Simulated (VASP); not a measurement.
Output of a VASP run:

OSZICAR:
```
...
DAV:   4    -0.177991762354E+02    0.28951E-05   -0.13954E-05  3776   0.457E-02    0.298E-03
DAV:   5    -0.177991767571E+02   -0.52171E-06   -0.14401E-06  2064   0.151E-02
  12 F= -.17799177E+02 E0= -.17799129E+02  d E =-.484312E-02
       N       E                     dE             d eps       ncg     rms          rms(c)
DAV:   1    -0.178149241296E+02   -0.15748E-01   -0.17189E-01  3072   0.846E+00    0.892E-01
DAV:   2    -0.178014554931E+02    0.13469E-01   -0.48104E-02  3368   0.527E+00    0.301E-01
DAV:   3    -0.177999664426E+02    0.14891E-02   -0.81815E-04  3368   0.483E-01    0.167E-01
DAV:   4    -0.177992456073E+02    0.72084E-03   -0.10608E-03  3848   0.429E-01    0.228E-02
DAV:   5    -0.177994155374E+02   -0.16993E-03   -0.20012E-04  3224   0.166E-01    0.641E-03
DAV:   6    -0.177994221258E+02   -0.65883E-05   -0.12134E-05  3544   0.292E-02    0.276E-03
DAV:   7    -0.177994079342E+02    0.14192E-04   -0.21000E-06  2632   0.188E-02    0.141E-03
DAV:   8    -0.177994193121E+02   -0.11378E-04   -0.88091E-07  2320   0.134E-02    0.779E-04
DAV:   9    -0.177994144274E+02    0.48847E-05   -0.11800E-07  1584   0.535E-03    0.251E-04
DAV:  10    -0.177994159708E+02   -0.15435E-05   -0.13883E-08  1568   0.143E-03    0.275E-04
DAV:  11    -0.177994151596E+02    0.81121E-06   -0.22578E-09  1584   0.747E-04
  13 F= -.17799415E+02 E0= -.17799356E+02  d E =-.238403E-03
       N       E                     dE             d eps       ncg     rms          rms(c)
DAV:   1    -0.178000546824E+02   -0.63871E-03   -0.64867E-03  3072   0.165E+00    0.172E-01
DAV:   2    -0.177994473108E+02    0.60737E-03   -0.17489E-03  3376   0.999E-01    0.588E-02
DAV:   3    -0.177994315743E+02    0.15737E-04   -0.26029E-05  3272   0.813E-02    0.324E-02
DAV:   4    -0.177994046025E+02    0.26972E-04   -0.41770E-05  3800   0.827E-02    0.464E-03
DAV:   5    -0.177994242649E+02   -0.19662E-04   -0.74292E-06  3200   0.315E-02    0.138E-03
DAV:   6    -0.177994259652E+02   -0.17003E-05   -0.52146E-07  2224   0.628E-03    0.587E-04
DAV:   7    -0.177994289959E+02   -0.30307E-05   -0.88189E-08  1584   0.374E-03    0.229E-04
DAV:   8    -0.177994262606E+02    0.27354E-05   -0.53202E-08  1568   0.323E-03    0.350E-04
DAV:   9    -0.177994279527E+02   -0.16921E-05   -0.14003E-08  1584   0.203E-03    0.575E-05
DAV:  10    -0.177994276830E+02    0.26972E-06   -0.46238E-10  1576   0.281E-04
  14 F= -.17799428E+02 E0= -.17799370E+02  d E =-.250926E-03
       N       E                     dE             d eps       ncg     rms          rms(c)
DAV:   1    -0.178005039875E+02   -0.10760E-02   -0.11624E-02  3088   0.221E+00    0.230E-01
DAV:   2    -0.177994562993E+02    0.10477E-02   -0.31288E-03  3376   0.133E+00    0.787E-02
DAV:   3    -0.177994129241E+02    0.43375E-04   -0.46478E-05  3264   0.108E-01    0.434E-02
DAV:   4    -0.177993642045E+02    0.48720E-04   -0.75755E-05  3784   0.111E-01    0.627E-03
DAV:   5    -0.177993948368E+02   -0.30632E-04   -0.13403E-05  3200   0.422E-02    0.187E-03
DAV:   6    -0.177993974685E+02   -0.26317E-05   -0.97186E-07  2576   0.856E-03    0.774E-04
DAV:   7    -0.177994015438E+02   -0.40752E-05   -0.15447E-07  1592   0.502E-03    0.342E-04
DAV:   8    -0.177993979610E+02    0.35828E-05   -0.91688E-08  1568   0.430E-03    0.446E-04
DAV:   9    -0.177994000712E+02   -0.21102E-05   -0.21332E-08  1584   0.253E-03    0.823E-05
DAV:  10    -0.177993998085E+02    0.26268E-06   -0.83949E-10  1584   0.348E-04
  15 F= -.17799400E+02 E0= -.17799344E+02  d E =-.223051E-03
```

### OUTCAR
```
------------------------ aborting loop because EDIFF is reached ----------------------------------------
  FORCE on cell =-STRESS in cart. coord.  units (eV):
  Direction    XX          YY          ZZ          XY          YZ          ZX
  --------------------------------------------------------------------------------------
  Total       -0.0161129     -0.0161129      0.0112707      0.0000000      0.0000000     -0.0000000
  in kB       -0.9100226     -0.9100229      0.6365440      0.0000000      0.0000000     -0.0000000
  external PRESSURE =      -0.3945005 kB  Pullay stress =       0.0000000 kB
  volume of cell :       28.37
      direct lattice vectors                 reciprocal lattice vectors
     1.324121839 -2.293446721  0.000000000     0.377608756 -0.218012477 -0.000000000
     1.324121839  2.293446721 -0.000000000     0.377608756  0.218012477 -0.000000000
     0.000000000 -0.000000000  4.670742794     0.000000000  0.000000000  0.214098709
 POSITION                                       TOTAL-FORCE (eV/Angst)
 -----------------------------------------------------------------------------------
      1.32412      0.76448      1.16769        -0.000000      0.000000      0.000000
      1.32412     -0.76448      3.50306         0.000000     -0.000000     -0.000000
 -----------------------------------------------------------------------------------
    total drift:                                0.000000      0.000063      0.000004
  FREE ENERGIE OF THE ION-ELECTRON SYSTEM (eV)
  ---------------------------------------------------
  free  energy   TOTEN  =       -17.7993998085 eV

  energy  without entropy=      -17.7992336971  energy(sigma->0) =      -17.79934444

 reached required accuracy - stopping structural energy minimisation
```
(Selected blocks of OUTCAR.)

File POSCAR:
```
Zn
1
    1.3300000000    -2.3036280000     0.0000000000
    1.3300000000     2.3036280000     0.0000000000
    0.0000000000     0.0000000000     4.9500000000
Zn
2
Direct
  0.3333330000   0.6666670000   0.2500000000
  0.6666670000   0.3333330000   0.7500000000
```

### Question
Write an INCAR and KPOINTS that could have produced this output.

### Answer
This is not unique; one that fits is the input of the run itself, r2SCAN meta-GGA, plane waves, VASP's PBE PAW potentials (set 64).

**KPOINTS**
```
Automatic
0
gamma
14 14 7
```

**INCAR**
```
! general
SYSTEM  = Zn
PREC    = Accurate
ENCUT   = 400
LREAL   = .FALSE.
LASPH   = .TRUE.

! electronic loop
EDIFF   = 1E-6
NELM    = 100
ALGO    = Normal
LMAXMIX = 4
LMIXTAU = .TRUE.

! smearing
ISMEAR  = 1
SIGMA   = 0.1

! functional
METAGGA = R2SCAN

! ions
IBRION  = 2
NSW     = 60
ISIF    = 3
EDIFFG  = -0.01

! output
LWAVE   = .FALSE.
LCHARG  = .FALSE.
```

POTCAR, in this order: Zn (PBE.64 set). Program: vasp_std.

Energy and stress use the plane-wave basis of the starting cell.

The compound is Zn in the hcp structure. This run relaxes it. Symmetry was kept, so distortions that lower it aren't found.
